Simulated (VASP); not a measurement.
## Band-edge properties of BiB (Fm-3m)

Aim: the gap of BiB, the masses at its band edges and their response to strain. The cell is generated by rule, not measured, and may not be a known phase.

Method: PBE; plane waves and PAW (B, Bi_d), in the first sound run; inputs show where later runs differ, in VASP 6.6.1.

The structure was built from a prototype and need not be the compound's stable phase.

## Step 1: The structure

Symmetry: Fm-3m, No. 225, cubic system. Conventional cell: a = 5.200 Å, b = 5.200 Å, c = 5.200 Å, α = 90.00°, β = 90.00°, γ = 90.00°. Nearest to B lie 6 Bi at 2.60 Å. Bi has 6 B at 2.60 Å nearest. Farther neighbours are not listed.

Coordinates:

```xyz
2
Lattice="0.0000 2.6000 2.6000 2.6000 0.0000 2.6000 2.6000 2.6000 0.0000" Properties=species:S:1:pos:R:3 pbc="T T T"
B     0.0000    0.0000    0.0000
Bi    2.6000    2.6000    2.6000
```

## Step 2: Relaxation of the atoms

The cell is kept as given; the atoms are relaxed first, so that no residual force shifts the band edges.

INCAR reads:

```
SYSTEM = BiB
PREC = Accurate
ENCUT = 420
EDIFF = 1E-06
NELM = 100
ISMEAR = 0
SIGMA = 0.02
LREAL = .FALSE.
ALGO = Normal
GGA = PE
NBANDS = 15
LORBIT = 11
LWAVE = .FALSE.
LCHARG = .FALSE.
KPAR = 4
IBRION = 2
NSW = 40
ISIF = 2
EDIFFG = -0.005
```

POSCAR reads:

```
BiB
1.0
    0.0000000000      2.6000000000      2.6000000000
    2.6000000000      0.0000000000      2.6000000000
    2.6000000000      2.6000000000      0.0000000000
B Bi
1 1
Direct
    0.0000000000      0.0000000000      0.0000000000
    0.5000000000      0.5000000000      0.5000000000
```

KPOINTS reads:

```
Automatic mesh
0
Gamma
10 10 10
0 0 0
```

Potentials, in the order of the species: B and Bi_d (PBE family, release 64).

Command:

```sh
mpirun -np 4 vasp_std
```

What it wrote:

```text
[banner, memory and clock lines left out]
running    4 mpi-ranks, on    1 nodes
 distrk:  each k-point on    1 cores,    4 groups
 distr:  one band on    1 cores,    1 groups

 POSCAR found type information on POSCAR B Bi
 POSCAR found :  2 types and       2 ions
 LDA part: xc-table for (Slater+PW92), standard interpolation
 POSCAR, INCAR and KPOINTS ok, starting setup
 FFT: planning ... GRIDC
 FFT: planning ... GRID_SOFT
 FFT: planning ... GRID
 WAVECAR not read
 entering main loop
       N       E                     dE             d eps       ncg     rms          rms(c)
DAV:   1     0.118112794432E+03    0.11811E+03   -0.89165E+03  1431   0.130E+03
DAV:   2    -0.178945901479E+01   -0.11990E+03   -0.11615E+03  1613   0.322E+02
DAV:   3    -0.842595727595E+01   -0.66365E+01   -0.65808E+01  1711   0.771E+01
DAV:   4    -0.856939648915E+01   -0.14344E+00   -0.14322E+00  1827   0.123E+01
DAV:   5    -0.857413758587E+01   -0.47411E-02   -0.47410E-02  1847   0.195E+00    0.286E+00
DAV:   6    -0.816718425644E+01    0.40695E+00   -0.83174E-01  1786   0.750E+00    0.953E-01
DAV:   7    -0.816166793227E+01    0.55163E-02   -0.11795E-01  1690   0.183E+00    0.481E-01
DAV:   8    -0.816214048196E+01   -0.47255E-03   -0.80696E-03  1767   0.121E+00    0.758E-02
DAV:   9    -0.816179741378E+01    0.34307E-03   -0.91036E-04  2032   0.386E-01    0.319E-02
DAV:  10    -0.816178779550E+01    0.96183E-05   -0.17257E-04  1890   0.149E-01    0.122E-02
DAV:  11    -0.816178992384E+01   -0.21283E-05   -0.21655E-05  1912   0.568E-02    0.582E-03
DAV:  12    -0.816178775675E+01    0.21671E-05   -0.25993E-06  1437   0.202E-02    0.830E-04
DAV:  13    -0.816178779929E+01   -0.42532E-07   -0.30938E-07   859   0.411E-03
   1 F= -.81617878E+01 E0= -.81611144E+01  d E =-.816179E+01
 curvature:   0.00 expect dE= 0.000E+00 dE for cont linesearch  0.000E+00
 trial: gam= 0.00000 g(F)=  0.371E-58 g(S)=  0.000E+00 ort = 0.000E+00 (trialstep = 0.100E+01)
 search vector abs. value=  0.100E-09
 reached required accuracy - stopping structural energy minimisation
```

The job ended after 8.2 s (4 MPI ranks of AMD EPYC 7R43, shared host; peak memory 0.49 GiB).

Lines that name or quote the potential files are left out of all logs, and their timing lines are given in words.

Parts of OUTCAR (step 2):

```text
ion  position               nearest neighbor table
   1  0.000  0.000  0.000-   2 2.60   2 2.60   2 2.60   2 2.60   2 2.60   2 2.60
   2  0.500  0.500  0.500-   1 2.60   1 2.60   1 2.60   1 2.60   1 2.60   1 2.60

  LATTYP: Found a face centered cubic cell.
 ALAT       =     5.2000000000

 Subroutine GETGRP returns: Found 48 space group operations
 (whereof 48 operations were pure point group operations)

The static configuration has the point symmetry O_h .

 Found     47 irreducible k-points:

   k-points           NKPTS =     47   k-points in BZ     NKDIM =     47   number of bands    NBANDS=     15

   dimension x,y,z NGX =    28 NGY =   28 NGZ =   28
   dimension x,y,z NGXF=    56 NGYF=   56 NGZF=   56

   ENCUT  =  420.0 eV  30.87 Ry    5.56 a.u.   6.14  6.14  6.14*2*pi/ulx,y,z

   NELECT =      18.0000    total number of electrons

 k-points in reciprocal lattice and weights: Automatic mesh
   0.00000000  0.00000000  0.00000000       0.001
   0.10000000  0.00000000  0.00000000       0.008
   0.20000000  0.00000000  0.00000000       0.008
   0.30000000  0.00000000  0.00000000       0.008
   0.40000000  0.00000000  0.00000000       0.008
   0.50000000  0.00000000  0.00000000       0.004
   0.10000000  0.10000000  0.00000000       0.006
   0.20000000  0.10000000  0.00000000       0.024
   0.30000000  0.10000000  0.00000000       0.024
[...]
-0.30000000  0.40000000  0.20000000       0.024
  -0.30000000  0.50000000  0.20000000       0.012

 average (electrostatic) potential at core
       1 -24.7247       2-102.3265

 E-fermi :   8.6228

 k-point     1 :       0.0000    0.0000    0.0000
  band No.  band energies     occupation
    ...
      5     -14.1822      2.00000
      6      -5.7981      2.00000
      7       8.5475      2.00000
      8       8.5475      2.00000
      9       8.5475      2.00000
     10       9.0752      0.00000
     11      15.4844      0.00000
     12      15.4844      0.00000
     13      15.4844      0.00000
     14      17.1829      0.00000
    ...

 k-point     2 :       0.1000    0.0000    0.0000
  band No.  band energies     occupation
    ...
      5     -14.1830      2.00000
      6      -5.6375      2.00000
      7       6.9349      2.00000
      8       8.5853      1.99202
      9       8.5853      1.99202
     10      10.2480      0.00000
     11      14.6538      0.00000
     12      14.8202      0.00000
     13      14.8202      0.00000
     14      16.3897      0.00000
    ...

 k-point     3 :       0.2000    0.0000    0.0000
  band No.  band energies     occupation
    ...
      3     -14.2126      2.00000
      4     -14.1746      2.00000
      5     -14.1746      2.00000
      6      -5.1601      2.00000
      7       4.8612      2.00000
      8       8.7135      0.00000
      9       8.7135      0.00000
     10      11.0603      0.00000
     11      13.4783      0.00000
     12      13.5430      0.00000
    ...

  Total        0.8559210      0.8559210      0.8559210      0.0000000     -0.0000000      0.0000000
  in kB       39.0116407     39.0116407     39.0116407      0.0000000     -0.0000000      0.0000000
  external PRESSURE =      39.0116407 kB  Pullay stress =       0.0000000 kB

  energy-cutoff  :      420.00
  volume of cell :       35.15
      direct lattice vectors                 reciprocal lattice vectors
     0.000000000  2.600000000  2.600000000    -0.192307692  0.192307692  0.192307692
     2.600000000  0.000000000  2.600000000     0.192307692 -0.192307692  0.192307692
     2.600000000  2.600000000  0.000000000     0.192307692  0.192307692 -0.192307692

 POSITION                                       TOTAL-FORCE (eV/Angst)
 -----------------------------------------------------------------------------------
      0.00000      0.00000      0.00000        -0.000000      0.000000      0.000000
      2.60000      2.60000      2.60000         0.000000     -0.000000     -0.000000
 -----------------------------------------------------------------------------------
    total drift:                                0.000000      0.000000      0.000000

  FREE ENERGIE OF THE ION-ELECTRON SYSTEM (eV)
  ---------------------------------------------------
  free  energy   TOTEN  =        -8.1617877993 eV

  energy  without entropy=       -8.1604410490  energy(sigma->0) =       -8.16111442

 reached required accuracy - stopping structural energy minimisation

 total charge
# of ion       s       p       d       tot
------------------------------------------
    1        0.746   0.862   0.000   1.609
    2        1.502   1.342   9.983  12.827
--------------------------------------------------
tot          2.248   2.204   9.983  14.435

[... 3 further parts left out ...]
```

The run keeps the 48 symmetry operations of its start, so it cannot find a distortion of lower symmetry.

The forces vanish from the start, and no atom moves.

Numbers from this step:

```
SCF cycles              : 13
electrons               : 18
bands                   : 15
irreducible k-points    : 47
symmetry operations     : 48
free energy (TOTEN)     : -8.162 eV
energy at zero smearing : -8.161 eV
Fermi energy            : 8.623 eV
pressure                : 3.901 GPa
metallic                : yes
```

## Step 3: Bands on a dense mesh

A dense even mesh and a path are solved together, since either alone can miss a band edge.

Changes to INCAR since step 2:

```diff
@@ -10,3 +10,3 @@
 GGA = PE
-NBANDS = 15
+NBANDS = 21
 LORBIT = 11
@@ -15,5 +15,2 @@
 KPAR = 4
-IBRION = 2
-NSW = 40
 ISIF = 2
-EDIFFG = -0.005
```

POSCAR is that of step 2.

KPOINTS reads:

```
Automatic mesh
0
Gamma
14 14 14
0 0 0
```

KPOINTS_OPT reads:

```
Line mode
24
Line-mode
Reciprocal
  0.00000000   0.00000000   0.00000000 GAMMA
  0.50000000   0.00000000   0.50000000 X

  0.50000000   0.00000000   0.50000000 X
  0.50000000   0.25000000   0.75000000 W

  0.50000000   0.25000000   0.75000000 W
  0.37500000   0.37500000   0.75000000 K

  0.37500000   0.37500000   0.75000000 K
  0.00000000   0.00000000   0.00000000 GAMMA

  0.00000000   0.00000000   0.00000000 GAMMA
  0.50000000   0.50000000   0.50000000 L

  0.50000000   0.50000000   0.50000000 L
  0.62500000   0.25000000   0.62500000 U

  0.62500000   0.25000000   0.62500000 U
  0.50000000   0.25000000   0.75000000 W

  0.50000000   0.25000000   0.75000000 W
  0.50000000   0.50000000   0.50000000 L

  0.50000000   0.50000000   0.50000000 L
  0.37500000   0.37500000   0.75000000 K

  0.62500000   0.25000000   0.62500000 U
  0.50000000   0.00000000   0.50000000 X
```

Command:

```sh
mpirun -np 4 vasp_std
```

What it wrote:

```text
[... set-up lines as in an earlier step ...]
 entering main loop
       N       E                     dE             d eps       ncg     rms          rms(c)
DAV:   1     0.141029616755E+03    0.14103E+03   -0.81869E+03  4586   0.918E+02
DAV:   2     0.214497811528E+01   -0.13888E+03   -0.13124E+03  4597   0.288E+02
DAV:   3    -0.835874830839E+01   -0.10504E+02   -0.10382E+02  5193   0.723E+01
DAV:   4    -0.858745176615E+01   -0.22870E+00   -0.22855E+00  5352   0.108E+01
DAV:   5    -0.859455034765E+01   -0.70986E-02   -0.70980E-02  5604   0.194E+00    0.290E+00
DAV:   6    -0.817865632508E+01    0.41589E+00   -0.70884E-01  5913   0.543E+00    0.936E-01
DAV:   7    -0.817394656403E+01    0.47098E-02   -0.97983E-02  5332   0.126E+00    0.490E-01
DAV:   8    -0.817458131053E+01   -0.63475E-03   -0.75710E-03  5892   0.861E-01    0.893E-02
DAV:   9    -0.817409237134E+01    0.48894E-03   -0.12557E-03  6454   0.336E-01    0.305E-02
DAV:  10    -0.817409304644E+01   -0.67509E-06   -0.11147E-04  5423   0.691E-02    0.115E-02
DAV:  11    -0.817409514397E+01   -0.20975E-05   -0.68801E-06  5521   0.243E-02    0.604E-03
DAV:  12    -0.817409363343E+01    0.15105E-05   -0.48624E-07  4141   0.652E-03    0.798E-04
DAV:  13    -0.817409372585E+01   -0.92412E-07   -0.69637E-08  3354   0.194E-03
   1 F= -.81740937E+01 E0= -.81738992E+01  d E =-.389073E-03
 Start KPOINTS_OPT (optional k-point list driver)
k-point batch [1-104\240]
       N       E                     dE             ncg
DAV:   1     0.335469539438E+04   -0.44176E+05     4525
DAV:   2    -0.110775442014E+05   -0.14432E+05     4615
DAV:   3    -0.121496892632E+05   -0.10721E+04     5225
DAV:   4    -0.121728276590E+05   -0.23138E+02     5515
DAV:   5    -0.121734679876E+05   -0.64033E+00     5648
DAV:   6    -0.121735008377E+05   -0.32850E-01     6386
DAV:   7    -0.121735010718E+05   -0.23412E-03     5728
DAV:   8    -0.121735010787E+05   -0.69020E-05     4457
DAV:   9    -0.121735010792E+05   -0.45868E-06     3758
[...]
k-point batch [209-240\240]
       N       E                     dE             ncg
DAV:   1     0.444434212633E+05   -0.19496E+05     1398
DAV:   2     0.401118236280E+05   -0.43316E+04     1411
DAV:   3     0.397907606673E+05   -0.32106E+03     1747
DAV:   4     0.397838690640E+05   -0.68916E+01     1682
DAV:   5     0.397836665738E+05   -0.20249E+00     1862
DAV:   6     0.397836554693E+05   -0.11105E-01     1969
DAV:   7     0.397836554192E+05   -0.50065E-04     1821
DAV:   8     0.397836554185E+05   -0.69130E-06     1449
```

Run time: 45 s. Hardware: 4 MPI ranks; peak memory 0.77 GiB; 2.9 min of CPU time.

Parts of OUTCAR (step 3):

```text
The static configuration has the point symmetry O_h .

 Found    104 irreducible k-points:

   k-points           NKPTS =    104   k-points in BZ     NKDIM =    104   number of bands    NBANDS=     21

   NELECT =      18.0000    total number of electrons

 E-fermi :   8.6169

 k-point     1 :       0.0000    0.0000    0.0000
  band No.  band energies     occupation
    ...
      5     -14.1763      2.00000
      6      -5.7967      2.00000
      7       8.5465      2.00000
      8       8.5465      2.00000
      9       8.5465      2.00000
     10       9.0745      0.00000
     11      15.4855      0.00000
     12      15.4855      0.00000
     13      15.4855      0.00000
     14      17.1834      0.00000
    ...

 k-point     2 :       0.0714    0.0000    0.0000
  band No.  band energies     occupation
    ...
      5     -14.1769      2.00000
      6      -5.7147      2.00000
      7       7.4898      2.00000
      8       8.5655      1.99972
      9       8.5655      1.99972
     10       9.9060      0.00000
     11      15.0041      0.00000
     12      15.1177      0.00000
     13      15.1177      0.00000
     14      16.4903      0.00000
    ...

  Total        0.8777983      0.8777983      0.8777983      0.0000000     -0.0000000      0.0000000
  in kB       40.0087774     40.0087774     40.0087774      0.0000000     -0.0000000      0.0000000
  external PRESSURE =      40.0087774 kB  Pullay stress =       0.0000000 kB

 POSITION                                       TOTAL-FORCE (eV/Angst)
 -----------------------------------------------------------------------------------
      0.00000      0.00000      0.00000         0.000000      0.000000     -0.000000
      2.60000      2.60000      2.60000        -0.000000     -0.000000      0.000000
 -----------------------------------------------------------------------------------
    total drift:                                0.000000      0.000000      0.000000

  FREE ENERGIE OF THE ION-ELECTRON SYSTEM (eV)
  ---------------------------------------------------
  free  energy   TOTEN  =        -8.1740937258 eV

  energy  without entropy=       -8.1737046528  energy(sigma->0) =       -8.17389919

 total charge
# of ion       s       p       d       tot
------------------------------------------
    1        0.747   0.861   0.000   1.608
    2        1.502   1.343   9.983  12.828
--------------------------------------------------
tot          2.249   2.205   9.983  14.437

[... 6 parts as in an earlier step ...]

[... 6 further parts left out ...]
```

Numbers from this step:

* bands: 21
* irreducible k-points: 104
* free energy (TOTEN): -8.174 eV
* energy at zero smearing: -8.174 eV
* Fermi energy: 8.617 eV
* pressure: 4.001 GPa

Electronic bands along the path, in eV, zero at the Fermi level; # counts the bands kept, so #1 is VASP's band 7:

```
          point     #1     #2     #3     #4    #5    #6    #7
              Γ  -0.07  -0.07  -0.07   0.46  6.87  6.87  6.87
0.48 of the way  -3.26  -1.63  -1.63  -0.14  5.25  5.95  7.17
              X  -6.35  -3.95  -2.97  -2.97  4.04  8.78  8.78
0.52 of the way  -5.96  -5.58  -3.76  -0.41  5.21  6.70  8.85
              W  -6.28  -5.00  -5.00   2.18  3.97  7.25  7.25
0.52 of the way  -6.52  -5.49  -3.56   0.77  5.15  6.45  8.17
              K  -6.64  -5.63  -2.12  -0.77  5.79  6.73  8.41
0.52 of the way  -4.90  -2.28   1.25   2.57  2.89  4.11  6.09
              Γ  -0.07  -0.07  -0.07   0.46  6.87  6.87  6.87
0.52 of the way  -5.03   0.23   0.23   2.66  4.13  4.13  4.29
              L  -8.51   1.08   1.08   1.99  1.99  2.95  3.07
0.48 of the way  -8.02  -2.50  -0.69   0.55  4.25  4.74  6.74
              U  -6.64  -5.63  -2.12  -0.77  5.79  6.73  8.41
0.48 of the way  -6.52  -5.49  -3.56   0.77  5.15  6.45  8.17
              W  -6.28  -5.00  -5.00   2.18  3.97  7.25  7.25
0.48 of the way  -7.75  -2.90  -2.52   1.93  3.09  6.32  7.22
              L  -8.51   1.08   1.08   1.99  1.99  2.95  3.07
0.48 of the way  -8.02  -2.50  -0.69   0.55  4.25  4.74  6.74
              K  -6.64  -5.63  -2.12  -0.77  5.79  6.73  8.41
      jump to U  -6.64  -5.63  -2.12  -0.77  5.79  6.73  8.41
0.52 of the way  -6.18  -5.17  -2.77  -1.94  4.58  8.21  8.55
              X  -6.35  -3.95  -2.97  -2.97  4.04  8.78  8.78
```

Of the projections kept (B, Bi), the largest for each band there; the rest of the weight can lie on other orbitals:

```csv
point,#1,#2,#3,#4,#5,#6,#7
Γ,B 0.60,B 0.60,B 0.60,B 0.59,Bi 0.77,Bi 0.77,Bi 0.77
X,Bi 0.69,B 0.69,Bi 0.59,Bi 0.59,Bi 1.00,B 0.52,B 0.52
W,B 0.72,Bi 0.67,Bi 0.67,B 0.76,Bi 0.78,B 0.77,B 0.77
K,B 0.65,Bi 0.68,Bi 0.58,B 0.52,B 0.69,Bi 0.57,Bi 0.71
Γ,B 0.60,B 0.60,B 0.60,B 0.59,Bi 0.77,Bi 0.77,Bi 0.77
L,B 0.57,B 0.83,B 0.83,Bi 1.00,Bi 1.00,B 0.62,B 0.50
```

The electronic bands as a text plot (rows in eV, shown from -8.0 to 6.7 only):

```
    6.4 |  * *       * ***  **  ** *           ***           *
    5.8 |   *       *   ***   **    *         **     **   * **
    5.2 | * **         *  **    *    *     * *  *     *    *  *
    4.6 |  *  **   * *      *  *      *     *    *     *   *   *
    4.0 |       ***   *    * **       **   **     **     **     *
    3.3 |                   * *        *****        *  ****
    2.7 |                    ***      ****           ** **
    2.1 | **          *      *  *   **   **       *******
    1.5 |            *      **     *             *     * *
    0.9 |*  *          *   *  ** *      ****            * *
    0.3 |           *     * *   *** ****   ***  *      * * *
   -0.3 |**             ** *    ****          *           * **
   -0.9 |  ***     *           * * *       **  *      *    *  *
   -1.6 | *  *            *                  **       *   * *
   -2.2 |  *  *   *      *    * *   *          *     *       ***
   -2.8 |   * *****     *    *              *        *         **
   -3.4 |    * *   *        *  *     *          *   *      *
   -4.0 |     * **  *  *   *                 *   *  *           *
   -4.6 |      *  *  **       *                    *        *
   -5.2 |          * *** **  *        *       * ***          * *
   -5.9 |       *  **   *                      *              *
   -6.5 |        **  ****   *          *       *****          ***
   -7.1 |                ***                  *     *       **
   -7.7 |                               *    *       *     *
         Γ       X    W  K        Γ      L     U  W     L   K|U X
```

At 4.0 GPa the cell is away from the equilibrium volume of this level: left free, it would expand.

[end of part 1 of 3]

[Lines on the potential files, build, host, timing and source positions are cut from VASP's logs without a mark.]

[Logs are printed without paths, hosts, clocks, repeated set-up lines and the standing remarks that a program may print on its own settings, such as how far it seeks lower states.]

[Hosts, paths, dates, database ids (printed as entryN), source tags and the programs' standing remarks are cut or masked in the printed files.]

[In band tables of VASP the shares of atoms and orbitals are scaled to a sum of 1 inside the atoms' spheres.]

[Gaps and slopes under strain along one axis are those of the sampled path and mesh points; where strain splits equal valleys, another of them can be the edge.]
